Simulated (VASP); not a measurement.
Here is a VASP 6.6.1 calculation.

File INCAR:

```
SYSTEM = Al3Si2F
  PREC = Accurate
  ENCUT = 520
  EDIFF = 1E-6
  ISMEAR = 0
  SIGMA = 0.1
  LREAL = .FALSE.
  LASPH = .TRUE.
  NELM = 120
  ALGO = Normal
  ISIF = 3
  LWAVE = .FALSE.
  LCHARG = .FALSE.
  GGA = PE
  IBRION = 2
  NSW = 90
  EDIFFG = -0.01
  KPAR = 4
```

File KPOINTS:

```
Automatic mesh
0
G
  10 10 10
  0 0 0
```

The input POSCAR:

```
Al3Si2F
1.0
   -2.0890000000      2.0890000000      6.0610000000
    2.0890000000     -2.0890000000      6.0610000000
    2.0890000000      2.0890000000     -6.0610000000
Al Si F
3 2 1
Direct
    0.7500000000      0.2500000000      0.5000000000
    0.4813562100      0.9813562100      0.5000000000
    0.0186437900      0.5186437900      0.5000000000
    0.6355386900      0.6355386900      0.0000000000
    0.3644613100      0.3644613100      0.0000000000
    0.0000000000      0.0000000000      0.0000000000
```

Potentials or basis: VASP PAW PBE potentials, release 64 (Al, Si, F).

Run with:

```console
$ cat potpaw_PBE.64/Al/POTCAR potpaw_PBE.64/Si/POTCAR potpaw_PBE.64/F/POTCAR > POTCAR
$ mpirun -np 4 vasp_std > vasp.out
```

Task: What does it give for the relaxed volume?

Result: 18.07 Å³/atom.

Task: What does it give for the relaxed cell?

Result: a = 6.735 Å, b = 6.735 Å, c = 6.735 Å, α = 143.31°, β = 143.31°, γ = 52.86°.

Forces on the atoms (eV/Å):
```
Al   0.000  0.000  0.000
Al   0.000  0.000 -0.005
Al   0.000  0.000  0.005
Si   0.000  0.000 -0.007
Si   0.000  0.000  0.007
F    0.000  0.000  0.000
```
